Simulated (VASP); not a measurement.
Energy against volume of NaI (rock salt). Calculation: HSEsol screened hybrid, VASP's PBE PAW potentials (set 64) (plane waves; VASP). Run with 520 eV cut-off, 6×6×6 Γ-centred mesh, Gaussian smearing of 0.050 eV, potentials Na_pv I.

| V (Å³/atom) | E (eV/atom) |
|---|---|
| 32.681 | -3.24323 |
| 33.724 | -3.24191 |
| 34.767 | -3.23753 |
| 35.810 | -3.23062 |

Task: Fit these four points and predict the energy of the run at 31.638 Å³/atom.

Result: A cubic in V^(−2/3), the third-order Birch-Murnaghan form, passes through the four points with V0 = 32.80 Å³/atom and B0 = 17 GPa, and gives -3.2409 eV/atom there. The run gave -3.2409 eV/atom, -0.0 meV/atom from the fit; all five points give B0 = 17 GPa.

The compound is NaI in the rock salt structure. It was relaxed first. The cell's shape comes from a PBE relaxation.
